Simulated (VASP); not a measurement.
# Mn2FeN2 (C2/m) in VASP: reference runs

Reference runs on Mn2FeN2: the cell as given and a disturbed copy.

Program: VASP 6.6.1. These are calculated values, not measurements. Logs are shortened: lines on timing, memory, paths and dates and some standing lists are left out, and cuts for length are marked.

## (1) Starting point

The structure is monoclinic, space group C2/m (No. 12). Conventional cell: a = 5.230 Å, b = 3.030 Å, c = 5.927 Å, α = 90.00°, β = 90.14°, γ = 90.00°. Fe (site symmetry 2/m) is surrounded by 6 N at 2.23 to 2.25 Å. Mn (site symmetry m) has 3 N at 1.84 Å as nearest neighbours. N (site symmetry m) is surrounded by 3 Mn at 1.84 Å.

The cell comes from a database or a generator and needn't be the stable form of this composition.

## (2) Single point, PBE, collinear spin, ferromagnetic start

The input, INCAR:

```
SYSTEM = Mn2FeN2
  PREC = Accurate
  ENCUT = 520
  EDIFF = 1E-7
  ISMEAR = -1
  SIGMA = 0.05
  LREAL = .False.
  LASPH = .True.
  NELM = 120
  ALGO = Normal
  ISIF = 2
  LWAVE = .False.
  LCHARG = .False.
  ISPIN = 2
  MAGMOM = 3 4 4 0 0
  LORBIT = 11
  LMAXMIX = 4
  GGA = PE
  NBANDS = 34
```

The input, KPOINTS:

```
Automatic mesh
0
Gamma
  10 10 5
  0 0 0
```

The input, POSCAR:

```
Mn2FeN2
1.0
    2.6151203308     -1.5150963246      0.0000000000
    2.6151203308      1.5150963246      0.0000000000
   -0.0147385655      0.0000000000      5.9273082974
Fe Mn N
1 2 2
Direct
    0.0000000000      0.0000000000      0.5000000000
    0.6666245000      0.6666245000      0.8330710000
    0.3333755000      0.3333755000      0.1669290000
    0.6675240000      0.6675240000      0.2624450000
    0.3324760000      0.3324760000      0.7375550000
```

Potentials or basis: VASP PAW PBE potentials, release 64 (Fe, Mn_pv, N).

Launch:

```sh
$ cat potpaw_PBE.64/Fe/POTCAR potpaw_PBE.64/Mn_pv/POTCAR potpaw_PBE.64/N/POTCAR > POTCAR
$ mpirun -np 1 vasp_std > vasp.out
```

OUTCAR:

```text
SYSTEM = Mn2FeN2
   PREC = Accurate
   ENCUT = 520
   EDIFF = 1E-7
   ISMEAR = -1
   LREAL = .False.
   LASPH = .True.
   NELM = 120
   ISIF = 2
   ISPIN = 2
   LORBIT = 11
   GGA = PE

 ion  position               nearest neighbor table
   1  0.000  0.000  0.500-   4 2.23   5 2.23   4 2.25   4 2.25   5 2.25   5 2.25   3 2.64   2 2.64
                             3 2.64   2 2.64   2 2.64   3 2.64
   2  0.667  0.667  0.833-   5 1.84   5 1.84   5 1.84   1 2.64   1 2.64   1 2.64   3 2.64   3 2.64
                             3 2.64
   3  0.333  0.333  0.167-   4 1.84   4 1.84   4 1.84   1 2.64   1 2.64   1 2.64   2 2.64   2 2.64
                             2 2.64
   4  0.668  0.668  0.262-   3 1.84   3 1.84   3 1.84   1 2.23   1 2.25   1 2.25
   5  0.332  0.332  0.738-   2 1.84   2 1.84   2 1.84   1 2.23   1 2.25   1 2.25

  LATTYP: Found a base centered monoclinic cell.
 ALAT       =     5.2302406616
 B/A-ratio  =     0.5793600802
 C/A-ratio  =     1.1332799014
 COS(beta)  =    -0.0024865452

  Lattice vectors:

 A1 = (   2.6151203308,  -1.5150963246,   0.0000000000)
 A2 = (   2.6151203308,   1.5150963246,   0.0000000000)
 A3 = (  -0.0147385655,   0.0000000000,   5.9273082974)

Analysis of symmetry for initial positions (statically):
=====================================================================
 Subroutine PRICEL returns:
 Original cell was already a primitive cell.

 Routine SETGRP: Setting up the symmetry group for a
 base centered monoclinic supercell.

 Subroutine GETGRP returns: Found  4 space group operations
 (whereof  4 operations were pure point group operations)
 out of a pool of  4 trial point group operations.

The static configuration has the point symmetry C_2h.

Analysis of symmetry for dynamics (positions and initial velocities):
=====================================================================
 Subroutine PRICEL returns:
 Original cell was already a primitive cell.

 Routine SETGRP: Setting up the symmetry group for a
 base centered monoclinic supercell.

 Subroutine GETGRP returns: Found  4 space group operations
 (whereof  4 operations were pure point group operations)
 out of a pool of  4 trial point group operations.

The dynamic configuration has the point symmetry C_2h.

Analysis of structural, dynamic, and magnetic symmetry:
=====================================================================
 Subroutine PRICEL returns:
 Original cell was already a primitive cell.

 Routine SETGRP: Setting up the symmetry group for a
 base centered monoclinic supercell.

[... 142 lines left out ...]
  energy-cutoff  :      520.00
  volume of cell :       46.97
 maximum number of plane-waves:      1281
   NGX = 11   NGY = 11   NGZ = 23

 number of electron      44.0000000 magnetization      11.0000000

 number of electron      44.0000000 magnetization       1.6370854

 Free energy of the ion-electron system (eV)
  ---------------------------------------------------
  ext. energy  EPLUGINS =         0.00000000
  ---------------------------------------------------
  free energy    TOTEN  =       -42.77074594 eV

  energy without entropy =      -42.72580959  energy(sigma->0) =      -42.74827777

 E-fermi :   9.1756     XC(G=0): -13.2026

 val. band max:        9.1717839017   @ k =  -0.4000  -0.4000   0.2000
 cond. band min:       9.1772165394   @ k =   0.4000  -0.0000   0.2000
 fundamental gap:      0.0054326377
 Fermi energy:         9.1755788770

 spin component 1

 k-point     1 :       0.0000    0.0000    0.0000
  band No.  band energies     occupation
      1     -39.1279      1.00000
      2     -39.1226      1.00000
      3     -39.0806      1.00000
      4     -39.0761      1.00000
      5     -38.8858      1.00000
      6     -38.7157      1.00000
[... 877 lines left out ...]
     33      18.1992      0.00000
     34      19.6501      0.00000

 [... further k-points ...]

 spin component 2

 k-point     1 :       0.0000    0.0000    0.0000
  band No.  band energies     occupation
      1     -39.5900      1.00000
      2     -39.5872      1.00000
      3     -39.5437      1.00000
      4     -39.5417      1.00000
      5     -39.3351      1.00000
      6     -39.1687      1.00000
[... 877 lines left out ...]
     33      18.5738      0.00000
     34      19.6392      0.00000

 [... further k-points ...]

------------------------ aborting loop because EDIFF is reached ----------------------------------------

  FORCE on cell =-STRESS in cart. coord.  units (eV):
  Direction    XX          YY          ZZ          XY          YZ          ZX
  --------------------------------------------------------------------------------------
  -------------------------------------------------------------------------------------
  Total       -0.5659561     -0.5557539     -0.1813380      0.0000000      0.0000000     -0.0186696
  in kB      -19.3051832    -18.9571759     -6.1855737      0.0000000      0.0000000     -0.6368349
  external PRESSURE =     -14.8159776 kB  Pullay stress =       0.0000000 kB

 VOLUME and BASIS-vectors are now :
 -----------------------------------------------------------------------------
  energy-cutoff  :      520.00
  volume of cell :       46.97
      direct lattice vectors                 reciprocal lattice vectors
     2.615120331 -1.515096325  0.000000000     0.191195791 -0.330012021  0.000475418
     2.615120331  1.515096325  0.000000000     0.191195791  0.330012021  0.000475418
    -0.014738566  0.000000000  5.927308297     0.000000000  0.000000000  0.168710644

 POSITION                                       TOTAL-FORCE (eV/Angst)
 -----------------------------------------------------------------------------------
     -0.00737      0.00000      2.96365        -0.000000      0.000000     -0.000000
      3.47433      0.00000      4.93787        -0.005418     -0.000000      0.018598
      1.74117      0.00000      0.98944         0.005418     -0.000000     -0.018598
      3.48744      0.00000      1.55559         0.014205     -0.000000     -0.107243
      1.72806      0.00000      4.37172        -0.014205     -0.000000      0.107243
 -----------------------------------------------------------------------------------
    total drift:                                0.000000      0.000000     -0.000000

  FREE ENERGIE OF THE ION-ELECTRON SYSTEM (eV)
  ---------------------------------------------------
  free  energy   TOTEN  =       -42.7707459407 eV

  energy  without entropy=      -42.7258095912  energy(sigma->0) =      -42.74827777

 total charge

# of ion       s       p       d       tot
------------------------------------------
    1        0.298   0.417   6.325   7.039
    2        0.357   6.405   5.370  12.132
    3        0.357   6.405   5.370  12.132
    4        1.258   2.443   0.000   3.701
    5        1.258   2.443   0.000   3.701
--------------------------------------------------
tot          3.528  18.113  17.065  38.706

 magnetization (x)

# of ion       s       p       d       tot
------------------------------------------
    1        0.014   0.010   2.444   2.469
    2       -0.002  -0.008  -0.425  -0.435
    3       -0.002  -0.008  -0.425  -0.435
    4        0.010   0.025   0.000   0.036
    5        0.010   0.025   0.000   0.036
--------------------------------------------------
tot          0.031   0.045   1.595   1.670
```

stdout:

```text
POSCAR found type information on POSCAR FeMnN
 POSCAR found :  3 types and       5 ions
 scaLAPACK will be used
 LDA part: xc-table for (Slater+PW92), standard interpolation
 POSCAR, INCAR and KPOINTS ok, starting setup
 FFT: planning ... GRIDC
 FFT: planning ... GRID_SOFT
 FFT: planning ... GRID
 WAVECAR not read
 entering main loop
```

Wall time 7.1 min (1 thread of Intel Xeon Platinum 8488C (Sapphire Rapids), shared host); peak memory 0.44 GiB.

Results:

| Property | Result |
| --- | --- |
| Free energy | -42.7707 eV |
| Pressure | -1.5 GPa |
| Largest force | 0.108 eV/Å |
| Band gap on the k mesh | none (metal or under the smearing width) |
| Net moment | 1.64 μB per cell |
| Site moments | Fe +2.47; Mn -0.43; N +0.04 μB |
| Valence electrons inside the program's atomic spheres | Fe 7.04; Mn 12.13; N 3.70 |

Forces in eV/Å, atoms in the order of the input:
```
Fe   0.000  0.000  0.000
Mn  -0.005  0.000  0.019
Mn   0.005  0.000 -0.019
N    0.014  0.000 -0.107
N   -0.014  0.000  0.107
```

Caveat: only a ferromagnetic start was run, and an antiferromagnetic order may lie lower in energy. With open d or f shells a metallic result of PBE can be an artefact of self-interaction; +U or a hybrid may open a gap.

## (3) Single point, PBE, collinear spin, ferromagnetic start (atoms moved at random, drawn with an rms of 0.05 Å)

The input, INCAR:

```
PREC = Accurate
ENCUT = 520
EDIFF = 1E-7
ISMEAR = -1
SIGMA = 0.05
LREAL = F
LASPH = T
NELM = 100
ALGO = Normal
ISIF = 2
LWAVE = F
LCHARG = F
ISPIN = 2
MAGMOM = 3 4 4 0 0
LORBIT = 11
LMAXMIX = 4
GGA = PE
NBANDS = 34
```

The input, KPOINTS:

```
regular mesh
0
Gamma
  10 10 5
```

The input, POSCAR:

```
Mn2FeN2
1.0
    2.6151203308     -1.5150963246      0.0000000000
    2.6151203308      1.5150963246      0.0000000000
   -0.0147385655      0.0000000000      5.9273082974
Fe Mn N
1 2 2
Direct
   -0.0242150000      0.0154340000      0.5022680000
    0.6607170000      0.6736640000      0.8256370000
    0.3576000000      0.3218750000      0.1664490000
    0.6677620000      0.6675730000      0.2632170000
    0.3343330000      0.3326220000      0.7343080000
```

Potentials or basis: VASP PAW PBE potentials, release 64 (Fe, Mn_pv, N).

Launch:

```sh
$ cat potpaw_PBE.64/Fe/POTCAR potpaw_PBE.64/Mn_pv/POTCAR potpaw_PBE.64/N/POTCAR > POTCAR
$ mpirun -np 1 vasp_std > vasp.out
```

OUTCAR:

```text
PREC = Accurate
   ENCUT = 520
   EDIFF = 1E-7
   ISMEAR = -1
   LREAL = F
   LASPH = T
   NELM = 100
   ISIF = 2
   ISPIN = 2
   LORBIT = 11
   GGA = PE

 ion  position               nearest neighbor table
   1  0.976  0.015  0.502-   5 2.17   4 2.22   4 2.22   5 2.24   5 2.26   4 2.30   3 2.57   2 2.58
                             2 2.58   2 2.62   3 2.69   3 2.70
   2  0.661  0.674  0.826-   5 1.81   5 1.83   5 1.85   1 2.58   1 2.58   1 2.62   3 2.64   3 2.65
                             3 2.72
   3  0.358  0.322  0.166-   4 1.81   4 1.81   4 1.90   1 2.57   2 2.64   2 2.65   1 2.69   1 2.70
                             2 2.72
   4  0.668  0.668  0.263-   3 1.81   3 1.81   3 1.90   1 2.22   1 2.22   1 2.30
   5  0.334  0.333  0.734-   2 1.81   2 1.83   2 1.85   1 2.17   1 2.24   1 2.26

  LATTYP: Found a base centered monoclinic cell.
[... 2019 lines left out ...]
      2.58475     -1.45502      2.97710         0.058607     -0.072873     -0.275538
      3.47740      0.01962      4.89381         0.018828     -0.361828      0.414250
      1.77446     -0.05413      0.98659        -0.517362      0.887022     -0.139442
      3.48818     -0.00029      1.56017         0.448522     -0.721284     -0.017828
      1.73334     -0.00259      4.35247        -0.008595      0.268962      0.018558
 -----------------------------------------------------------------------------------
    total drift:                                0.000121     -0.000084     -0.000559

  FREE ENERGIE OF THE ION-ELECTRON SYSTEM (eV)
  ---------------------------------------------------
  free  energy   TOTEN  =       -42.7179030083 eV

  energy  without entropy=      -42.6727696191  energy(sigma->0) =      -42.69533631

 total charge

# of ion       s       p       d       tot
------------------------------------------
    1        0.304   0.428   6.339   7.072
    2        0.359   6.411   5.387  12.157
    3        0.354   6.400   5.365  12.119
    4        1.259   2.440   0.000   3.699
    5        1.258   2.451   0.000   3.709
--------------------------------------------------
tot          3.535  18.131  17.091  38.757

 magnetization (x)

# of ion       s       p       d       tot
------------------------------------------
    1        0.014   0.011   2.347   2.371
    2       -0.001  -0.007  -0.259  -0.268
    3       -0.002  -0.007  -0.417  -0.427
    4        0.009   0.023   0.000   0.033
    5        0.008   0.012   0.000   0.020
--------------------------------------------------
tot          0.028   0.031   1.671   1.730
```

stdout:

```text
POSCAR found type information on POSCAR FeMnN
 POSCAR found :  3 types and       5 ions
 scaLAPACK will be used
 LDA part: xc-table for (Slater+PW92), standard interpolation
 POSCAR, INCAR and KPOINTS ok, starting setup
 FFT: planning ... GRIDC
 FFT: planning ... GRID_SOFT
 FFT: planning ... GRID
 WAVECAR not read
 entering main loop
```

It took 14 min on 1 thread of Intel Xeon Platinum 8488C (Sapphire Rapids), shared host; peak memory 0.64 GiB.

Results:

```
Free energy                                           : -42.7179 eV
Pressure                                              : -0.9 GPa
Largest force                                         : 1.036 eV/Å
Band gap on the k mesh                                : none (metal or under the smearing width)
Net moment                                            : 1.70 μB per cell
Site moments                                          : Fe +2.37; Mn -0.27, -0.43; N +0.03, +0.02 μB
Valence electrons inside the program's atomic spheres : Fe 7.07; Mn 12.16, 12.12; N 3.70, 3.71
```

Forces on the atoms (eV/Å):
```
Fe   0.059 -0.073 -0.276
Mn   0.019 -0.362  0.414
Mn  -0.517  0.887 -0.139
N    0.449 -0.721 -0.018
N   -0.009  0.269  0.019
```

Stress tensor (GPa, compression positive):
```
-0.31  2.92  0.66
 2.92 -2.79 -1.47
 0.66 -1.47  0.30
```

Caveat: only a ferromagnetic start was run, and an antiferromagnetic order may lie lower in energy.
